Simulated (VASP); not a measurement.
These are PBEsol GGA, VASP's PBE PAW potentials (set 64) (plane waves; VASP 6.6.1) values and carry that method's errors.

Input for VASP

### POSCAR
```
BBi
1.0
  3.7168218166   0.0000000000   0.0000000000
 -1.8584109083   3.2188618694   0.0000000000
  0.0000000000   0.0000000000   6.1258196271
B Bi
2 2
Direct
  0.3333330000   0.6666670000   0.0004453946
  0.6666670000   0.3333330000   0.5004453946
  0.3333330000   0.6666670000   0.3745546054
  0.6666670000   0.3333330000   0.8745546054
```

**INCAR**
```
LMAXMIX  =  4   # l cut-off of mixed one-centre charges
LASPH  =  T
IBRION  =  2
ALGO  =  Normal   # blocked Davidson
NSW  =  40
LCHARG  =  F
PSTRESS  =  100
PREC  =  Accurate
GGA  =  PS   # PBEsol
SIGMA  =  0.05   # width (eV)
ISMEAR  =  0   # Gaussian
ISIF  =  3   # ions, shape and volume
EDIFFG  =  -0.02   # ionic stop
SYSTEM  =  BBi
LREAL  =  F   # projection in real space or not
LWAVE  =  F
EDIFF  =  1E-6
ENCUT  =  620
NELM  =  100   # most electronic steps
```

**KPOINTS**
```
Automatic mesh
0
Gamma
7 7 4
0 0 0
```

POTCAR, in this order: B Bi_d (PBE.64 set). Program: vasp_std.

Output of the run:

File OUTCAR:
```
 ion  position               nearest neighbor table
   1  0.333  0.667  0.000-   4 2.28   4 2.28   4 2.28   3 2.29
   2  0.667  0.333  0.500-   3 2.28   3 2.28   3 2.28   4 2.29
   3  0.333  0.667  0.375-   2 2.28   2 2.28   2 2.28   1 2.29   4 3.74   4 3.74   4 3.74   4 3.74
                             4 3.74   4 3.74
   4  0.667  0.333  0.875-   1 2.28   1 2.28   1 2.28   2 2.29   3 3.74   3 3.74   3 3.74   3 3.74
                             3 3.74   3 3.74
  LATTYP: Found a hexagonal cell.
 ALAT       =     3.7168218166
 C/A-ratio  =     1.6481337899
 Subroutine PRICEL returns:
 Original cell was already a primitive cell.
 Subroutine GETGRP returns: Found 12 space group operations
The static configuration has the point symmetry C_3v.
 The point group associated with its full space group is C_6v.
The dynamic configuration has the point symmetry C_3v.
 Subroutine INISYM returns: Found 12 space group operations
 Subroutine IBZKPT returns following result:
 Found     24 irreducible k-points:

 Following reciprocal coordinates:
            Coordinates               Weight
  0.000000  0.000000  0.000000      1.000000
  0.142857  0.000000  0.000000      6.000000
  0.285714 -0.000000  0.000000      6.000000
...
```

**OSZICAR**
```
       N       E                     dE             d eps       ncg     rms          rms(c)
DAV:   1     0.376512018989E+03    0.37651E+03   -0.21169E+04  1056   0.223E+03
DAV:   2     0.147481598529E+02   -0.36176E+03   -0.35620E+03  1062   0.528E+02
DAV:   3    -0.198646117044E+02   -0.34613E+02   -0.34303E+02  1324   0.171E+02
DAV:   4    -0.209817605591E+02   -0.11171E+01   -0.11154E+01  1240   0.332E+01
DAV:   5    -0.210298631911E+02   -0.48103E-01   -0.48098E-01  1546   0.628E+00    0.597E+00
DAV:   6    -0.193751170293E+02    0.16547E+01   -0.47543E+00  1346   0.135E+01    0.229E+00
DAV:   7    -0.192884852658E+02    0.86632E-01   -0.65217E-01  1274   0.391E+00    0.111E+00
DAV:   8    -0.192750853505E+02    0.13400E-01   -0.74550E-02  1432   0.269E+00    0.190E-01
DAV:   9    -0.192735994168E+02    0.14859E-02   -0.87966E-03  1486   0.911E-01    0.751E-02
DAV:  10    -0.192737240261E+02   -0.12461E-03   -0.10156E-03  1438   0.293E-01    0.322E-02
DAV:  11    -0.192737266235E+02   -0.25974E-05   -0.20795E-04  1480   0.148E-01    0.760E-03
DAV:  12    -0.192737253113E+02    0.13122E-05   -0.12033E-05  1066   0.221E-02    0.213E-03
DAV:  13    -0.192737254748E+02   -0.16349E-06   -0.92087E-07   840   0.731E-03
   1 F= -.14699393E+02 E0= -.14699393E+02  d E =-.146994E+02
```

### OUTCAR
```
------------------------ aborting loop because EDIFF is reached ----------------------------------------
  FORCE on cell =-STRESS in cart. coord.  units (eV):
  Direction    XX          YY          ZZ          XY          YZ          ZX
  --------------------------------------------------------------------------------------
  Total        4.5880158      4.5880151      4.6461060      0.0000000     -0.0000000      0.0000000
  in kB      100.2991373    100.2991220    101.5690546      0.0000000     -0.0000000      0.0000000
  external PRESSURE =       0.7224380 kB  Pullay stress =     100.0000000 kB
  volume of cell :       73.29
      direct lattice vectors                 reciprocal lattice vectors
     3.716821817  0.000000000  0.000000000     0.269047065  0.155334407  0.000000000
    -1.858410908  3.218861869  0.000000000     0.000000000  0.310668814  0.000000000
     0.000000000  0.000000000  6.125819627     0.000000000  0.000000000  0.163243461
 POSITION                                       TOTAL-FORCE (eV/Angst)
 -----------------------------------------------------------------------------------
     -0.00000      2.14591      0.00273         0.000000     -0.000000      0.001532
      1.85841      1.07295      3.06564        -0.000000     -0.000000      0.001532
     -0.00000      2.14591      2.29445         0.000000     -0.000000     -0.001532
      1.85841      1.07295      5.35736        -0.000000      0.000000     -0.001532
 -----------------------------------------------------------------------------------
    total drift:                               -0.001599      0.000923      0.000298
  FREE ENERGIE OF THE ION-ELECTRON SYSTEM (eV)
  ---------------------------------------------------
  free  energy   TOTEN  =       -19.2737254748 eV

  energy  without entropy=      -19.2737254748  energy(sigma->0) =      -19.27372547
  enthalpy is  TOTEN    =       -14.6993932382 eV   P V=        4.5743322366

 reached required accuracy - stopping structural energy minimisation
```
(Selected blocks of OUTCAR.)

**OUTCAR**
```
 val. band max:        8.6728703139   @ k =   0.0000   0.0000   0.0000

 cond. band min:       9.1174245177   @ k =   0.0000   0.0000   0.0000


 Fermi energy:         8.8962466934

 k-point     1 :       0.0000    0.0000    0.0000
  band No.  band energies     occupation
      1     -14.8140      2.00000
      2     -14.8077      2.00000
      3     -14.7978      2.00000
      4     -14.7978      2.00000
      5     -14.7780      2.00000
      6     -14.7780      2.00000
      7     -14.7007      2.00000
      8     -14.7007      2.00000
      9     -14.6461      2.00000
     10     -14.6461      2.00000
     11      -6.6670      2.00000
     12      -4.2166      2.00000
     13       0.0548      2.00000
     14       6.7056      2.00000
     15       6.7056      2.00000
     16       8.3861      2.00000
     17       8.6728      2.00000
     18       8.6729      2.00000
     19       9.1174      0.00000
     20       9.9475      0.00000
     21      11.3010      0.00000
     22      11.3011      0.00000

 k-point     2 :       0.1429    0.0000    0.0000
  band No.  band energies     occupation
      1     -14.8183      2.00000
      2     -14.8033      2.00000
      3     -14.7953      2.00000
      4     -14.7846      2.00000
      5     -14.7634      2.00000
      6     -14.7601      2.00000
      7     -14.7062      2.00000
      8     -14.6993      2.00000
      9     -14.6555      2.00000
     10     -14.6437      2.00000
     11      -6.3991      2.00000
     12      -3.9974      2.00000
     13       0.2645      2.00000
     14       4.8833      2.00000
     15       6.1449      2.00000
     16       6.7620      2.00000
     17       7.8766      2.00000
     18       8.1853      2.00000
     19       9.8535      0.00000
     20      10.5312      0.00000
     21      11.3684      0.00000
     22      11.9249      0.00000

 k-point     3 :       0.2857   -0.0000    0.0000
  band No.  band energies     occupation
      1     -14.8398      2.00000
...
```

Unless said otherwise, spin-orbit coupling is left out, though it shifts the bands of the heavy elements here.

The structure was generated: BBi was put into the wurtzite type (P6_3mc), which need not be its known phase. It was relaxed first under an external pressure of 10 GPa.
